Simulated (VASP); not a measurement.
Given:

```xyz
4
Lattice="0.0000 2.9467 2.9467 2.9467 0.0000 2.9467 2.9467 2.9467 0.0000" Properties=species:S:1:pos:R:3 pbc="T T T"
N      0.0000     0.0000     0.0000
Fe     2.9467     2.9467     2.9467
Fe     1.4733     1.4733     1.4733
Fe     4.4200     4.4200     4.4200
```
Starting moments (μB, in the order of the record's atoms N Fe Fe Fe): 0.0 4.0 4.0 4.0.

Calculation: PBE GGA + U (Dudarev), VASP's PBE PAW potentials (set 64) (plane waves; VASP 6.6.1). Run with 520 eV cut-off, 6×6×6 Γ-centred mesh, Gaussian smearing of 0.050 eV, potentials N Fe, U − J: Fe 1.00 eV.

The moments were started parallel, and other spin orders were not tried in this run.

**Question.** Give the stress tensor in GPa (positive for a compressed cell).

**Answer.** 
```
-16.32    0.00    0.00
  0.00  -16.32    0.00
  0.00    0.00  -16.32
```
The pressure is its mean diagonal, -16.32 GPa.

The structure was generated: Fe3N was put into the D03 type (Fm-3m), which need not be its known phase. The cell was not relaxed at this level. The k-mesh is coarse (spacing up to 0.31 per Å, 2π included), so the numbers may not be converged in it. The run is one of a series of settings (LDAU = .TRUE., LDAUJ = 0 0, LDAUL = -1 2, LDAUTYPE = 2, LDAUU = 0 1.0 against the base run), some of them coarse on purpose.
